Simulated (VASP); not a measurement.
# W (Tungsten): structure and properties in VASP

How well does LDA reproduce what experiment finds for W (Tungsten)? The cell is relaxed first, and properties follow on it. The steps: full relaxation (LDA), second relaxation, density, ELF and potential (LDA), band structure (LDA), density of states (LDA), volume scan with LDA, fit for LDA, elastic constants (LDA), core-level energies (LDA) and bands along the symmetry lines (LDA + SOC). The start is a cell from a database of measured crystal structures.

Program: VASP 6.6.1. Level of theory: LDA; plane waves and PAW (W), in the first sound run; inputs show where later runs differ. Results are calculated unless marked as measured.

Experimental background.

“Alloying Effects on the Microstructure and Properties of Laser Additively Manufactured Tungsten Materials” (2023, arxiv:2311.02034) reports for W, body-centred cubic, by synchrotron XRD, Rietveld refinement (as-printed pure W, laser powder bed fusion): lattice constant a (a of BCC W) 3.16047 ± 6e-05 Å [as-printed laser additively manufactured sample, below full density, with slight …].

## 1. Set-up

Before any relaxation, the start is as follows. The structure is cubic, space group Im-3m (No. 229). Conventional cell: a = 3.165 Å, b = 3.165 Å, c = 3.165 Å, α = 90.00°, β = 90.00°, γ = 90.00°. Nearest to W lie 8 W at 2.74 Å.

## 2. Full relaxation (LDA)

Properties are meant for the cell that this level of theory prefers, so cell and atoms are relaxed first (ISIF = 3) until forces and stress are small; EDIFFG sets the threshold. LDA, the lowest rung, knows the local density alone.

INCAR

```
SYSTEM = W
PREC = Accurate
ENCUT = 400
EDIFF = 1E-06
NELM = 100
ISMEAR = 1
SIGMA = 0.2
LREAL = .FALSE.
ALGO = Normal
GGA = CA
NBANDS = 9
LORBIT = 11
LWAVE = .FALSE.
LCHARG = .FALSE.
KPAR = 2
IBRION = 2
NSW = 60
ISIF = 3
EDIFFG = -0.01
```

POSCAR

```
W
1.0
   -1.5823450000      1.5823450000      1.5823450000
    1.5823450000     -1.5823450000      1.5823450000
    1.5823450000      1.5823450000     -1.5823450000
W
1
Direct
    0.0000000000      0.0000000000      0.0000000000
```

KPOINTS

```
Automatic mesh
0
Gamma
10 10 10
0 0 0
```

The projector-augmented-wave data sets are W (LDA family, release 64).

Started as:

```bash
$ mpirun -np 2 vasp_std
```

The log of the run:

```text
[banner, memory and clock lines left out]
running    2 mpi-ranks, on    1 nodes
 distrk:  each k-point on    1 cores,    2 groups
 distr:  one band on    1 cores,    1 groups

 POSCAR found type information on POSCAR W
 POSCAR found :  1 types and       1 ions
 LDA part: xc-table for (Slater(with rela. corr.)+CA(PZ))
 , standard interpolation
 POSCAR, INCAR and KPOINTS ok, starting setup
 FFT: planning ... GRIDC
 FFT: planning ... GRID_SOFT
 FFT: planning ... GRID
 WAVECAR not read
 entering main loop
       N       E                     dE             d eps       ncg     rms          rms(c)
DAV:   1     0.174526678172E+01    0.17453E+01   -0.26053E+03   846   0.460E+02
DAV:   2    -0.145586837000E+02   -0.16304E+02   -0.15487E+02  1019   0.110E+02
DAV:   3    -0.149129432476E+02   -0.35426E+00   -0.35369E+00   953   0.129E+01
DAV:   4    -0.149138247364E+02   -0.88149E-03   -0.88146E-03   937   0.716E-01
DAV:   5    -0.149138259737E+02   -0.12373E-05   -0.12368E-05   961   0.243E-02    0.204E+01
DAV:   6    -0.143797445208E+02    0.53408E+00   -0.41545E-01   902   0.406E+00    0.962E+00
DAV:   7    -0.141827890196E+02    0.19696E+00   -0.42865E-01   926   0.396E+00    0.292E-01
DAV:   8    -0.141797694935E+02    0.30195E-02   -0.27715E-03   901   0.388E-01    0.861E-02
DAV:   9    -0.141795314021E+02    0.23809E-03   -0.13881E-04   960   0.587E-02    0.154E-02
DAV:  10    -0.141795339559E+02   -0.25538E-05   -0.74392E-06   945   0.175E-02    0.164E-02
DAV:  11    -0.141795339464E+02    0.94384E-08   -0.34792E-07   469   0.525E-03
   1 F= -.14179534E+02 E0= -.14179575E+02  d E =-.141795E+02
 curvature:   0.00 expect dE= 0.000E+00 dE for cont linesearch  0.000E+00
 trial: gam= 0.00000 g(F)=  0.412E-65 g(S)=  0.159E+00 ort = 0.000E+00 (trialstep = 0.100E+01)
 search vector abs. value=  0.159E+00
 bond charge predicted
       N       E                     dE             d eps       ncg     rms          rms(c)
DAV:   1    -0.140672204779E+02    0.11231E+00   -0.84048E+00   857   0.220E+01    0.907E+00
DAV:   2    -0.139578148037E+02    0.10941E+00   -0.84041E-02   922   0.212E+00    0.405E+00
DAV:   3    -0.139189126595E+02    0.38902E-01   -0.79782E-02  1010   0.182E+00    0.188E-01
DAV:   4    -0.139193777667E+02   -0.46511E-03   -0.60237E-04   935   0.174E-01    0.674E-02
DAV:   5    -0.139196800021E+02   -0.30224E-03   -0.63441E-04   975   0.130E-01    0.252E-02
DAV:   6    -0.139196758546E+02    0.41474E-05   -0.93787E-06   912   0.202E-02    0.143E-02
DAV:   7    -0.139196761843E+02   -0.32971E-06   -0.89653E-07   489   0.889E-03
   2 F= -.13919676E+02 E0= -.13919235E+02  d E =0.259858E+00
[...]
3 F= -.14196718E+02 E0= -.14196885E+02  d E =-.171838E-01
[...]
4 F= -.14196803E+02 E0= -.14196983E+02  d E =-.172690E-01
 curvature:  -0.09 expect dE=-0.181E-05 dE for cont linesearch -0.181E-05
 ZBRENT: interpolating
 opt :   0.2149  next Energy=   -14.196805 (dE=-0.173E-01)
 bond charge predicted
       N       E                     dE             d eps       ncg     rms          rms(c)
DAV:   1    -0.141968063054E+02   -0.33112E-05   -0.14238E-04   857   0.861E-02    0.365E-02
DAV:   2    -0.141968042627E+02    0.20427E-05   -0.19798E-06   754   0.109E-02    0.148E-02
DAV:   3    -0.141968035806E+02    0.68211E-06   -0.15009E-06   431   0.754E-03
   5 F= -.14196804E+02 E0= -.14196988E+02  d E =-.172696E-01
 curvature:  -0.11 expect dE=-0.129E-05 dE for cont linesearch -0.129E-05
 trial: gam= 0.00000 g(F)=  0.376E-63 g(S)=  0.122E-04 ort =-0.139E-02 (trialstep = 0.843E+00)
 search vector abs. value=  0.122E-04
 reached required accuracy - stopping structural energy minimisation
```

Run time: 4.2 s. Hardware: 2 MPI ranks of Intel Xeon 6975P-C (Granite Rapids), shared host; peak memory 0.23 GiB; 7.1 s of CPU time.

Lines that name or quote the potential files are left out of all logs, and their timing lines are given in words.

Parts of OUTCAR (step 2):

```text
ion  position               nearest neighbor table
   1  0.000  0.000  0.000-

  LATTYP: Found a body centered cubic cell.
 ALAT       =     3.1646900000

 Subroutine GETGRP returns: Found 48 space group operations
 (whereof 48 operations were pure point group operations)

The static configuration has the point symmetry O_h .

 Found     47 irreducible k-points:

   k-points           NKPTS =     47   k-points in BZ     NKDIM =     47   number of bands    NBANDS=      9

   dimension x,y,z NGX =    18 NGY =   18 NGZ =   18
   dimension x,y,z NGXF=    36 NGYF=   36 NGZF=   36

   ENCUT  =  400.0 eV  29.40 Ry    5.42 a.u.   4.47  4.47  4.47*2*pi/ulx,y,z

   NELECT =       6.0000    total number of electrons

 k-points in reciprocal lattice and weights: Automatic mesh
   0.00000000  0.00000000  0.00000000       0.001
   0.10000000  0.00000000  0.00000000       0.012
   0.20000000  0.00000000  0.00000000       0.012
   0.30000000  0.00000000  0.00000000       0.012
   0.40000000  0.00000000  0.00000000       0.012
   0.50000000  0.00000000  0.00000000       0.006
   0.10000000  0.10000000  0.00000000       0.024
   0.20000000  0.10000000  0.00000000       0.048
   0.30000000  0.10000000  0.00000000       0.048
[...]
0.50000000  0.50000000  0.40000000       0.012
   0.50000000  0.50000000  0.50000000       0.001

 average (electrostatic) potential at core
       1 -37.7701

 E-fermi :   8.2980

 k-point     1 :       0.0000    0.0000    0.0000
  band No.  band energies     occupation
      1      -1.5310      2.00000
      2       6.8370      2.00000
      3       6.8370      2.00000
      4       6.8370      2.00000
      5      10.4259     -0.00000
      6      10.4259     -0.00000
      7      23.5712      0.00000
      8      23.5712      0.00000
      9      23.5712      0.00000

 k-point     2 :       0.1000    0.0000    0.0000
  band No.  band energies     occupation
      1      -1.0475      2.00000
      2       6.5450      2.00000
      3       6.7590      2.00000
      4       7.3271      2.00000
      5      10.0154     -0.00000
      6      10.4373     -0.00000
      7      23.9651      0.00000
      8      24.4139      0.00000
      9      24.7172      0.00000

 k-point     3 :       0.2000    0.0000    0.0000
  band No.  band energies     occupation
      1       0.2063      2.00000
      2       5.8596      2.00000
      3       6.3965      2.00000
      4       8.7433     -0.00720
      5       9.6836     -0.00000
      6      10.5312     -0.00000
      7      24.2802      0.00000
      8      26.1931      0.00000
    ...

  Total        0.0091699      0.0091699      0.0091699      0.0000000      0.0000000      0.0000000
  in kB        0.9579885      0.9579885      0.9579885      0.0000000      0.0000000      0.0000000
  external PRESSURE =       0.9579885 kB  Pullay stress =       0.0000000 kB

  energy-cutoff  :      400.00
  volume of cell :       15.34
      direct lattice vectors                 reciprocal lattice vectors
    -1.565137124  1.565137124  1.565137124     0.000000000  0.319460827  0.319460827
     1.565137124 -1.565137124  1.565137124     0.319460827  0.000000000  0.319460827
     1.565137124  1.565137124 -1.565137124     0.319460827  0.319460827  0.000000000

 POSITION                                       TOTAL-FORCE (eV/Angst)
 -----------------------------------------------------------------------------------
      0.00000      0.00000      0.00000         0.000000      0.000000     -0.000000
 -----------------------------------------------------------------------------------
    total drift:                                0.000000      0.000000     -0.000000

  FREE ENERGIE OF THE ION-ELECTRON SYSTEM (eV)
  ---------------------------------------------------
  free  energy   TOTEN  =       -14.1968035806 eV

  energy  without entropy=      -14.1973557349  energy(sigma->0) =      -14.19698763

 reached required accuracy - stopping structural energy minimisation

 total charge
# of ion       s       p       d       tot
------------------------------------------
    1        0.693   0.750   4.232   5.675

[... 3 further parts left out ...]
```

The k-mesh is coarse for a metal. The data set W keeps the semicore shell frozen, which is cheaper and a little less accurate. The run keeps the 48 symmetry operations of its start, so it cannot find a distortion of lower symmetry.

Relaxation path:

```csv
step,energy less that of the first step (eV),largest force (eV/Å),pressure (GPa),volume (Å³)
1,0.0000,0.0000,-10.61,15.85
2,0.2599,0.0000,54.68,13.56
3,-0.0172,0.0000,-0.78,15.38
4,-0.0173,0.0000,-0.12,15.35
5,-0.0173,0.0000,0.10,15.34
```

| conventional cell, symmetrised | before | after | change |
| --- | --- | --- | --- |
| a (Å) | 3.165 | 3.130 | -1.1 % |
| b (Å) | 3.165 | 3.130 | -1.1 % |
| c (Å) | 3.165 | 3.130 | -1.1 % |
| volume (Å³/atom) | 15.85 | 15.34 | -3.2 % |

The relaxed structure:

```cif
data_structure
_symmetry_space_group_name_H-M 'P 1'
_symmetry_Int_Tables_number 1
_cell_length_a 2.7109
_cell_length_b 2.7109
_cell_length_c 2.7109
_cell_angle_alpha 109.471
_cell_angle_beta 109.471
_cell_angle_gamma 109.471
_cell_volume 15.34
loop_
_atom_site_label
_atom_site_type_symbol
_atom_site_fract_x
_atom_site_fract_y
_atom_site_fract_z
_atom_site_occupancy
W1 W 0.00000 0.00000 0.00000 1
```

This step gave:

```
electrons                       : 6
bands                           : 9
irreducible k-points            : 47
symmetry operations             : 48
free energy (TOTEN)             : -14.20 eV
energy at zero smearing         : -14.20 eV
Fermi energy                    : 8.298 eV
pressure                        : 0.09580 GPa
metallic                        : yes
SCF cycles over all ionic steps : 31
```

It ends with forces that vanish by symmetry and a pressure of 0.10 GPa. The volume lies -3.2 % from that of the database's start, which holds the thermal and zero-point expansion of its experiment. LDA is known to overbind.

## 3. Second relaxation

A relaxation keeps the plane waves of the cell it began with, so it is repeated from the new cell, on a basis made for it.

INCAR is that of step 2.

POSCAR

```
W
1.0
   -1.5651371244      1.5651371244      1.5651371244
    1.5651371244     -1.5651371244      1.5651371244
    1.5651371244      1.5651371244     -1.5651371244
W
1
Direct
    0.0000000000      0.0000000000      0.0000000000
```

KPOINTS is that of step 2.

Started as:

```bash
$ mpirun -np 2 vasp_std
```

The log of the run:

```text
[... set-up lines as in an earlier step ...]
 entering main loop
       N       E                     dE             d eps       ncg     rms          rms(c)
DAV:   1     0.991563532423E+00    0.99156E+00   -0.25885E+03   854   0.458E+02
DAV:   2    -0.146749731712E+02   -0.15667E+02   -0.15290E+02  1054   0.111E+02
DAV:   3    -0.149027467669E+02   -0.22777E+00   -0.22721E+00   970   0.108E+01
DAV:   4    -0.149032024073E+02   -0.45564E-03   -0.45562E-03   985   0.469E-01
DAV:   5    -0.149032030654E+02   -0.65811E-06   -0.65776E-06   921   0.170E-02    0.214E+01
DAV:   6    -0.143969481265E+02    0.50625E+00   -0.36241E-01   907   0.384E+00    0.104E+01
DAV:   7    -0.141997379962E+02    0.19721E+00   -0.40417E-01   921   0.389E+00    0.277E-01
DAV:   8    -0.141969721735E+02    0.27658E-02   -0.26520E-03   914   0.398E-01    0.916E-02
DAV:   9    -0.141966481090E+02    0.32406E-03   -0.17404E-04   992   0.597E-02    0.199E-02
DAV:  10    -0.141966501545E+02   -0.20455E-05   -0.10900E-05   943   0.225E-02    0.182E-02
DAV:  11    -0.141966502818E+02   -0.12726E-06   -0.34883E-07   473   0.583E-03
   1 F= -.14196650E+02 E0= -.14196835E+02  d E =-.141967E+02
 curvature:   0.00 expect dE= 0.000E+00 dE for cont linesearch  0.000E+00
 trial: gam= 0.00000 g(F)=  0.174E-64 g(S)=  0.771E-05 ort = 0.000E+00 (trialstep = 0.100E+01)
 search vector abs. value=  0.771E-05
 reached required accuracy - stopping structural energy minimisation
```

It took 1.6 s on 2 MPI ranks; peak memory 0.21 GiB; 2.1 s of CPU time.

OUTCAR, selected parts (step 3):

```text
  LATTYP: Found a body centered cubic cell.
 ALAT       =     3.1302742488

The static configuration has the point symmetry O_h .

 Found     47 irreducible k-points:

   ENCUT  =  400.0 eV  29.40 Ry    5.42 a.u.   4.42  4.42  4.42*2*pi/ulx,y,z

   NELECT =       6.0000    total number of electrons

 E-fermi :   8.2979

 k-point     1 :       0.0000    0.0000    0.0000
  band No.  band energies     occupation
      1      -1.5309      2.00000
      2       6.8369      2.00000
      3       6.8369      2.00000
      4       6.8369      2.00000
      5      10.4258     -0.00000
      6      10.4258     -0.00000
      7      23.5712      0.00000
      8      23.5712      0.00000
      9      23.5712      0.00000

 k-point     2 :       0.1000    0.0000    0.0000
  band No.  band energies     occupation
      1      -1.0474      2.00000
      2       6.5450      2.00000
      3       6.7589      2.00000
      4       7.3271      2.00000
      5      10.0154     -0.00000
      6      10.4373     -0.00000
      7      23.9652      0.00000
      8      24.4140      0.00000
      9      24.7172      0.00000

  Total        0.0072977      0.0072977      0.0072977      0.0000000      0.0000000     -0.0000000
  in kB        0.7623914      0.7623914      0.7623914      0.0000000      0.0000000     -0.0000000
  external PRESSURE =       0.7623914 kB  Pullay stress =       0.0000000 kB

 POSITION                                       TOTAL-FORCE (eV/Angst)
 -----------------------------------------------------------------------------------
      0.00000      0.00000      0.00000        -0.000000      0.000000     -0.000000
 -----------------------------------------------------------------------------------
    total drift:                               -0.000000      0.000000      0.000000

  FREE ENERGIE OF THE ION-ELECTRON SYSTEM (eV)
  ---------------------------------------------------
  free  energy   TOTEN  =       -14.1966502818 eV

  energy  without entropy=      -14.1972036367  energy(sigma->0) =      -14.19683473

[... 7 parts as in an earlier step ...]

[... 6 further parts left out ...]
```

Little changed from the start: no atom moved by 0.005 Å and no cell edge by 0.1 %.

This step gave:

- pressure: 0.07624 GPa
- SCF cycles over all ionic steps: 11

It ends with forces that vanish by symmetry and a pressure of 0.08 GPa. The volume moved by under 0.01 %: the run met its threshold at the first step.

[end of part 1 of 5]

[Lines on the potential files, build, host, timing and source positions are cut from VASP's logs without a mark.]

[Logs are printed without paths, hosts, clocks, repeated set-up lines and the standing remarks that a program may print on its own settings, such as how far it seeks lower states.]

[Hosts, paths, dates, database ids (printed as entryN), source tags and the programs' standing remarks are cut or masked in the printed files.]

[Measured values are set beside computed ones only where the two were judged alike; some that the calculation misses by far are left out.]

[In band tables of VASP the shares of atoms and orbitals are scaled to a sum of 1 inside the atoms' spheres.]
